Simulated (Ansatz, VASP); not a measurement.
# FeSi2 (Linzhiite) in two plane-wave programs, part 2 of 2

One calculation is typed for both programs; each brings its own data sets. How far apart do they land? The cell is taken from a series of runs on this material, whose earlier steps may have relaxed, scaled, displaced or heated it; both programs get it as it stands.

VASP 6.6.1 and Ansatz 0.2.0.

So far: The structure; Ansatz: zone-centre phonons, LDA.

## 3. VASP: zone-centre phonons, LDA

Level of this step: LDA, no spin polarisation; plane waves and PAW (Si, Fe) (VASP).

The same cell, functional (in two slightly different forms), mesh and smearing now go to VASP, with its own data sets.

Lines of VASP's logs that name or quote its potential files are left out, and so is its time.

INCAR reads:

```
SYSTEM = FeSi2
PREC = Accurate
ENCUT = 600
EDIFF = 1E-08
NELM = 120
ISMEAR = 1
SIGMA = 0.2
LREAL = .FALSE.
ALGO = Normal
GGA = CA
NBANDS = 14
LASPH = .TRUE.
LORBIT = 11
LWAVE = .FALSE.
LCHARG = .FALSE.
ISIF = 2
IBRION = 8
GGA_COMPAT = .FALSE.
KPAR = 2
```

POSCAR reads:

```
FeSi2
1.0
    2.6179354984      0.0000000000      0.0000000000
    0.0000000000      2.6179354984      0.0000000000
    0.0000000000      0.0000000000      5.0175670174
Si Fe
2 1
Direct
    0.5000000000      0.5000000000      0.2727185429
    0.5000000000      0.5000000000      0.7272814571
    0.0000000000      0.0000000000      0.0000000000
```

KPOINTS reads:

```
Automatic mesh
0
Gamma
16 16 8
0 0 0
```

PAW data sets: Si and Fe (LDA family, release 64).

Command:

```sh
$ mpirun -np 2 vasp_std
```

Numbers of over 12 decimals in the logs are rounded to 6 here.

What it wrote:

```text
[banner, memory and clock lines left out]
running    2 mpi-ranks, on    1 nodes
 distrk:  each k-point on    1 cores,    2 groups
 distr:  one band on    1 cores,    1 groups

 POSCAR found type information on POSCAR SiFe
 POSCAR found :  2 types and       3 ions
 LDA part: xc-table for (Slater(with rela. corr.)+CA(PZ))
 , standard interpolation
 POSCAR, INCAR and KPOINTS ok, starting setup
 FFT: planning ... GRIDC
 FFT: planning ... GRID_SOFT
 FFT: planning ... GRID
 WAVECAR not read
 entering main loop
       N       E                     dE             d eps       ncg     rms          rms(c)
DAV:   1     0.683027607638E+02    0.68303E+02   -0.78359E+03  6348   0.134E+03
DAV:   2    -0.199309422346E+02   -0.88234E+02   -0.78401E+02  6524   0.239E+02
DAV:   3    -0.243004510631E+02   -0.43695E+01   -0.41767E+01  8490   0.584E+01
DAV:   4    -0.244068276535E+02   -0.10638E+00   -0.10623E+00  7400   0.841E+00
DAV:   5    -0.244099127287E+02   -0.30851E-02   -0.30845E-02  8678   0.155E+00    0.182E+01
DAV:   6    -0.261033698652E+02   -0.16935E+01   -0.14941E+01  8232   0.983E+01    0.157E+01
DAV:   7    -0.230725993356E+02    0.30308E+01   -0.11947E+01  8632   0.891E+01    0.636E+00
DAV:   8    -0.228458874854E+02    0.22671E+00   -0.53344E-01  9040   0.121E+01    0.173E+00
DAV:   9    -0.228178444256E+02    0.28043E-01   -0.59200E-02  9350   0.529E+00    0.626E-01
DAV:  10    -0.228161679207E+02    0.16765E-02   -0.48066E-03  7930   0.553E-01    0.103E-01
DAV:  11    -0.228161216940E+02    0.46227E-04   -0.34366E-04  7802   0.176E-01    0.622E-02
DAV:  12    -0.228161173961E+02    0.42979E-05   -0.37211E-05  8432   0.642E-02    0.391E-02
DAV:  13    -0.228161160964E+02    0.12997E-05   -0.85029E-06  8526   0.434E-02    0.117E-02
DAV:  14    -0.228161152181E+02    0.87824E-06   -0.93996E-07  9380   0.211E-02    0.448E-03
DAV:  15    -0.228161152370E+02   -0.18846E-07   -0.24843E-07  7596   0.358E-03    0.253E-03
DAV:  16    -0.228161152325E+02    0.45184E-08   -0.49146E-09  4758   0.116E-03
   1 F= -.22816115E+02 E0= -.22816535E+02  d E =0.126051E-02
 Linear response reoptimize wavefunctions to high precision
DAV:   1    -0.228161152303E+02    0.21926E-08   -0.81463E-09  9706   0.125E-03
DAV:   2    -0.228161152303E+02   -0.27740E-10   -0.27102E-10  4104   0.129E-04
 Linear response DOF=           4
 Linear response progress:
  Degree of freedom:   1/  4
       N       E                     dE             d eps       ncg     rms          rms(c)
RMM:   1    -0.128042571732E-01   -0.12804E-01   -0.35133E-03 36126   0.941E-01
RMM:   2    -0.117832968595E-01    0.10210E-02   -0.40398E-04 22004   0.448E-01    0.732E-02
RMM:   3    -0.118752619472E-01   -0.91965E-04   -0.32553E-04 26960   0.145E-01    0.404E-02
RMM:   4    -0.119975161668E-01   -0.12225E-03   -0.41200E-05 25027   0.602E-02    0.588E-03
RMM:   5    -0.120008887541E-01   -0.33726E-05   -0.10004E-05 28567   0.208E-02    0.326E-03
RMM:   6    -0.119773655549E-01    0.23523E-04   -0.14906E-06 26863   0.976E-03    0.159E-03
RMM:   7    -0.119865590687E-01   -0.91935E-05   -0.19144E-07 23931   0.445E-03    0.533E-04
RMM:   8    -0.119869867950E-01   -0.42773E-06   -0.26827E-08 25971   0.195E-03    0.211E-04
RMM:   9    -0.119873367616E-01   -0.34997E-06   -0.19118E-08 27862   0.706E-04    0.835E-05
RMM:  10    -0.119868932334E-01    0.44353E-06   -0.61962E-10 27348   0.250E-04    0.244E-05
RMM:  11    -0.119869486697E-01   -0.55436E-07    0.73003E-10 29211   0.791E-05    0.810E-06
RMM:  12    -0.119869342853E-01    0.14384E-07    0.21760E-10 28368   0.295E-05    0.489E-06
RMM:  13    -0.119869336803E-01    0.60502E-09    0.18906E-10 29819   0.173E-05    0.991E-07
 first order change of Fermi-energy   0.29070E-04
 force on displaced ion       1 direction 1 :  -5.789   0.000  -0.002
 Linear response progress:
  Degree of freedom:   2/  4
       N       E                     dE             d eps       ncg     rms          rms(c)
RMM:   1    -0.356244672929E-01   -0.35624E-01    0.10616E-01 14235   0.189E+00
RMM:   2    -0.329493018979E-01    0.26752E-02   -0.18527E-03  8541   0.770E-01    0.207E-01
RMM:   3    -0.334501435767E-01   -0.50084E-03   -0.19399E-03  7801   0.597E-01    0.263E-01
RMM:   4    -0.329846440806E-01    0.46550E-03   -0.88655E-04  7325   0.435E-01    0.854E-02
RMM:   5    -0.331129977477E-01   -0.12835E-03   -0.24910E-04 10300   0.115E-01    0.263E-02
RMM:   6    -0.331309505190E-01   -0.17953E-04   -0.18510E-05  9716   0.370E-02    0.114E-02
RMM:   7    -0.331447581790E-01   -0.13808E-04   -0.30739E-06  9103   0.201E-02    0.172E-03
RMM:   8    -0.331445994264E-01    0.15875E-06   -0.10856E-06 10754   0.778E-03    0.768E-04
RMM:   9    -0.331437586615E-01    0.84076E-06   -0.68649E-08 10453   0.218E-03    0.417E-04
RMM:  10    -0.331436728235E-01    0.85838E-07   -0.16458E-09 10723   0.628E-04    0.820E-05
RMM:  11    -0.331435985878E-01    0.74236E-07   -0.13717E-09 10571   0.239E-04    0.338E-05
RMM:  12    -0.331435606997E-01    0.37888E-07   -0.79580E-10 10708   0.842E-05    0.110E-05
RMM:  13    -0.331435548855E-01    0.58142E-08   -0.74862E-10 10467   0.377E-05    0.443E-06
 first order change of Fermi-energy  -0.81686E-01
 force on displaced ion       1 direction 3 :   0.000   0.000 -22.935
 Linear response progress:
  Degree of freedom:   3/  4
       N       E                     dE             d eps       ncg     rms          rms(c)
RMM:   1    -0.165523580040E+00   -0.16552E+00   -0.82068E-02 18435   0.292E+00
RMM:   2    -0.165918973060E+00   -0.39539E-03   -0.32995E-03 15309   0.679E-01    0.213E-01
RMM:   3    -0.165763012865E+00    0.15596E-03   -0.50028E-04 17867   0.157E-01    0.128E-01
RMM:   4    -0.166198922532E+00   -0.43591E-03   -0.36453E-04 18417   0.135E-01    0.102E-02
RMM:   5    -0.166142307223E+00    0.56615E-04   -0.10203E-05 18377   0.272E-02    0.660E-03
RMM:   6    -0.166137196379E+00    0.51108E-05   -0.11385E-06 15581   0.142E-02    0.569E-03
RMM:   7    -0.166133361181E+00    0.38352E-05   -0.38396E-07 14684   0.987E-03    0.758E-04
RMM:   8    -0.166128758657E+00    0.46025E-05   -0.14354E-07 19199   0.246E-03    0.350E-04
RMM:   9    -0.166128725065E+00    0.33592E-07   -0.15632E-08 18129   0.856E-04    0.150E-04
RMM:  10    -0.166127589418E+00    0.11356E-05   -0.55672E-09 18853   0.347E-04    0.546E-05
RMM:  11    -0.166127650968E+00   -0.61550E-07   -0.48011E-09 19223   0.131E-04    0.156E-05
RMM:  12    -0.166127708317E+00   -0.57349E-07   -0.47231E-09 19894   0.608E-05    0.342E-06
RMM:  13    -0.166127696597E+00    0.11720E-07   -0.46978E-09 20306   0.423E-05    0.122E-06
RMM:  14    -0.166127701024E+00   -0.44277E-08   -0.46555E-09 20952   0.365E-05    0.416E-07
 first order change of Fermi-energy   0.45903E-03
 force on displaced ion       3 direction 1 : -10.805  -0.000   0.000
 Linear response progress:
  Degree of freedom:   4/  4
       N       E                     dE             d eps       ncg     rms          rms(c)
RMM:   1    -0.190959318309E+00   -0.19096E+00   -0.10347E-01 11087   0.264E+00
RMM:   2    -0.184012266098E+00    0.69471E-02   -0.25395E-03  7902   0.886E-01    0.244E-01
RMM:   3    -0.183079921159E+00    0.93234E-03   -0.21817E-03  9883   0.346E-01    0.126E-01
RMM:   4    -0.183213126919E+00   -0.13321E-03   -0.42505E-04 10206   0.115E-01    0.607E-02
RMM:   5    -0.183503516996E+00   -0.29039E-03   -0.12771E-04  9720   0.923E-02    0.998E-03
RMM:   6    -0.183515429883E+00   -0.11913E-04   -0.70403E-06  8560   0.306E-02    0.752E-03
RMM:   7    -0.183519121411E+00   -0.36915E-05   -0.25798E-06  9169   0.155E-02    0.316E-03
RMM:   8    -0.183507003994E+00    0.12117E-04   -0.85390E-07 10013   0.596E-03    0.723E-04
RMM:   9    -0.183508276166E+00   -0.12722E-05   -0.85592E-08 10039   0.226E-03    0.562E-04
RMM:  10    -0.183507681298E+00    0.59487E-06   -0.14257E-08 10721   0.628E-04    0.357E-04
RMM:  11    -0.183507483360E+00    0.19794E-06   -0.76019E-09 10564   0.403E-04    0.511E-05
RMM:  12    -0.183507748457E+00   -0.26510E-06   -0.36845E-09 10562   0.168E-04    0.246E-05
RMM:  13    -0.183507742710E+00    0.57478E-08   -0.25174E-09 10521   0.785E-05    0.101E-05
 first order change of Fermi-energy   0.30770E-02
 force on displaced ion       3 direction 3 :  -0.000   0.000 -16.095
 Linear response finished
```

From OUTCAR (step 3):

```text
ion  position               nearest neighbor table
   1  0.500  0.500  0.273-   2 2.28   3 2.30   3 2.30   3 2.30   3 2.30   2 2.74
   2  0.500  0.500  0.727-   1 2.28   3 2.30   3 2.30   3 2.30   3 2.30   1 2.74
   3  0.000  0.000  0.000-   1 2.30   2 2.30   1 2.30   2 2.30   1 2.30   2 2.30   1 2.30   2 2.30

  LATTYP: Found a simple tetragonal cell.
 ALAT       =     2.6179354984
 C/A-ratio  =     1.9166121627

 Subroutine GETGRP returns: Found 16 space group operations
 (whereof 16 operations were pure point group operations)

The static configuration has the point symmetry D_4h.

 Found    225 irreducible k-points:

   k-points           NKPTS =    225   k-points in BZ     NKDIM =    225   number of bands    NBANDS=     14

   dimension x,y,z NGX =    24 NGY =   24 NGZ =   40
   dimension x,y,z NGXF=    48 NGYF=   48 NGZF=   80

   ENCUT  =  600.0 eV  44.10 Ry    6.64 a.u.   5.23  5.23 10.02*2*pi/ulx,y,z

   NELECT =      16.0000    total number of electrons

 k-points in reciprocal lattice and weights: Automatic mesh
   0.00000000  0.00000000  0.00000000       0.000
   0.06250000  0.00000000  0.00000000       0.002
   0.12500000  0.00000000  0.00000000       0.002
   0.18750000  0.00000000  0.00000000       0.002
   0.25000000  0.00000000  0.00000000       0.002
   0.31250000  0.00000000  0.00000000       0.002
   0.37500000  0.00000000  0.00000000       0.002
   0.43750000  0.00000000  0.00000000       0.002
   0.50000000  0.00000000  0.00000000       0.001
[...]
0.50000000  0.43750000  0.50000000       0.002
   0.50000000  0.50000000  0.50000000       0.000

 average (electrostatic) potential at core
       1 -80.4926       2 -80.4926       3 -39.0998

  Total        2.0962218      2.0962218      2.0908271      0.0000000      0.0000000      0.0000000
  in kB       97.6645044     97.6645044     97.4131594      0.0000000      0.0000000      0.0000000
  external PRESSURE =      97.5807227 kB  Pullay stress =       0.0000000 kB

  energy-cutoff  :      600.00
  volume of cell :       34.39
      direct lattice vectors                 reciprocal lattice vectors
     2.617935498  0.000000000  0.000000000     0.381980381  0.000000000  0.000000000
     0.000000000  2.617935498  0.000000000     0.000000000  0.381980381  0.000000000
     0.000000000  0.000000000  5.017567017     0.000000000  0.000000000  0.199299779

 POSITION                                       TOTAL-FORCE (eV/Angst)
 -----------------------------------------------------------------------------------
      1.30897      1.30897      1.36838         0.000000     -0.000000      0.041327
      1.30897      1.30897      3.64918        -0.000000      0.000000     -0.041327
      0.00000      0.00000      0.00000        -0.000000      0.000000      0.000000
 -----------------------------------------------------------------------------------
    total drift:                               -0.000000     -0.000000      0.000000

 Eigenvectors and eigenvalues of the dynamical matrix
 ----------------------------------------------------

   1 f  =   18.142354 THz   113.991773 2PiTHz  605.163797 cm-1    75.030714 meV
             X         Y         Z           dx          dy          dz
      1.308968  1.308968  1.368384    -0.000000    0.000000    0.707107
      1.308968  1.308968  3.649183    -0.000000    0.000000   -0.707107
      0.000000  0.000000  0.000000     0.000000   -0.000000    0.000000

   2 f  =   11.851151 THz    74.462977 2PiTHz  395.311840 cm-1    49.012399 meV
             X         Y         Z           dx          dy          dz
      1.308968  1.308968  1.368384    -0.000000    0.000000    0.499251
      1.308968  1.308968  3.649183    -0.000000    0.000000    0.499251
      0.000000  0.000000  0.000000     0.000000   -0.000000   -0.708164

   3 f  =    9.711661 THz    61.020168 2PiTHz  323.946155 cm-1    40.164186 meV
             X         Y         Z           dx          dy          dz
      1.308968  1.308968  1.368384    -0.484253    0.121774    0.000000
      1.308968  1.308968  3.649183    -0.484253    0.121774   -0.000000
      0.000000  0.000000  0.000000     0.686676   -0.172677    0.000000

   4 f  =    9.711661 THz    61.020168 2PiTHz  323.946155 cm-1    40.164186 meV
             X         Y         Z           dx          dy          dz
      1.308968  1.308968  1.368384    -0.121774   -0.484253   -0.000000
      1.308968  1.308968  3.649183    -0.121774   -0.484253   -0.000000
      0.000000  0.000000  0.000000     0.172677    0.686676   -0.000000

   5 f  =    7.329024 THz    46.049615 2PiTHz  244.469922 cm-1    30.310394 meV
             X         Y         Z           dx          dy          dz
      1.308968  1.308968  1.368384     0.680673   -0.191531    0.000000
      1.308968  1.308968  3.649183    -0.680673    0.191531   -0.000000
      0.000000  0.000000  0.000000    -0.000000    0.000000    0.000000

   6 f  =    7.329024 THz    46.049615 2PiTHz  244.469922 cm-1    30.310394 meV
             X         Y         Z           dx          dy          dz
      1.308968  1.308968  1.368384    -0.191531   -0.680673    0.000000
      1.308968  1.308968  3.649183     0.191531    0.680673   -0.000000
      0.000000  0.000000  0.000000    -0.000000    0.000000    0.000000

   7 f/i=    0.000646 THz     0.004061 2PiTHz    0.021558 cm-1     0.002673 meV
             X         Y         Z           dx          dy          dz
      1.308968  1.308968  1.368384    -0.000000    0.000000   -0.500748
      1.308968  1.308968  3.649183    -0.000000    0.000000   -0.500748
      0.000000  0.000000  0.000000    -0.000000    0.000000   -0.706048

   8 f/i=    0.000980 THz     0.006159 2PiTHz    0.032697 cm-1     0.004054 meV
             X         Y         Z           dx          dy          dz
      1.308968  1.308968  1.368384    -0.010845    0.500552    0.000000
      1.308968  1.308968  3.649183    -0.010845    0.500552    0.000000
      0.000000  0.000000  0.000000    -0.015297    0.705992    0.000000

   9 f/i=    0.000980 THz     0.006159 2PiTHz    0.032697 cm-1     0.004054 meV
             X         Y         Z           dx          dy          dz
      1.308968  1.308968  1.368384     0.500552    0.010845    0.000000
      1.308968  1.308968  3.649183     0.500552    0.010845    0.000000
      0.000000  0.000000  0.000000     0.705992    0.015297    0.000000

 ELASTIC MODULI CONTR FROM IONIC RELAXATION (kBar)
 Direction    XX          YY          ZZ          XY          YZ          ZX
 --------------------------------------------------------------------------------
 XX        -190.3318   -190.3318     60.9559      0.0000     -0.0000     -0.0000
 YY        -190.3318   -190.3318     60.9559      0.0000     -0.0000     -0.0000
 ZZ          60.9559     60.9559    -19.5218      0.0000      0.0000      0.0000
 XY           0.0000      0.0000      0.0000      0.0000      0.0000      0.0000
 YZ          -0.0000     -0.0000      0.0000      0.0000   -776.1841      0.0000
 ZX          -0.0000     -0.0000      0.0000      0.0000      0.0000   -614.6309
 --------------------------------------------------------------------------------
```

This run has no spin polarisation, so a moment on Fe, if there is one, isn't seen.

## 4. Side by side

Known differences besides the potentials themselves: the two LDA forms differ slightly; the data sets hold 24 valence electrons in Ansatz (on its PAW soft_1 files) and 16 in VASP; the cutoff is 420 eV in Ansatz and 600 eV in VASP; VASP's log shows a relativistic correction to its local exchange, Ansatz's none. Total energies have different zeros and are not compared.

The two programs side by side:

| quantity | Ansatz | VASP | difference |
| --- | --- | --- | --- |
| optical mode 1 to 2 (cm⁻¹) | 242.3 | 244.5 | -0.90 % |
| optical mode 3 to 4 (cm⁻¹) | 318.7 | 323.9 | -1.63 % |
| optical mode 5 (cm⁻¹) | 390.8 | 395.3 | -1.15 % |
| optical mode 6 (cm⁻¹) | 604.4 | 605.2 | -0.12 % |

Modes are paired by rising frequency, not by their patterns, so a pair may set unlike modes beside each other; they are those without the splitting of longitudinal modes.

## 5. Results

```
r.m.s. difference of the optical zone-centre modes, each program's sorted by frequency (zone-centre phonons, LDA) : 3.8 cm⁻¹
difference in optical mode 3 to 4 (zone-centre phonons, LDA)                                                      : -1.6 %
```

The r.m.s. difference of the optical zone-centre modes, each program's sorted by frequency is 3.8 cm⁻¹ (zone-centre phonons, LDA). The data sets hold unlike numbers of valence electrons (24 in Ansatz and 16 in VASP), so part of the differences comes from the potentials. Among the rows given in per cent, the largest difference of the zone-centre phonons, LDA pair is in optical mode 3 to 4, -1.6 %. Such differences can come from data sets, numerical settings and the points named under the comparisons, not from the functional's error against experiment.

[Lines on the potential files, build, host, timing and source positions are cut from VASP's logs without a mark.]

[Logs are printed without paths, hosts, clocks, repeated set-up lines and the standing remarks that a program may print on its own settings, such as how far it seeks lower states.]

[Hosts, paths, dates, database ids (printed as entryN), source tags and the programs' standing remarks are cut or masked in the printed files.]
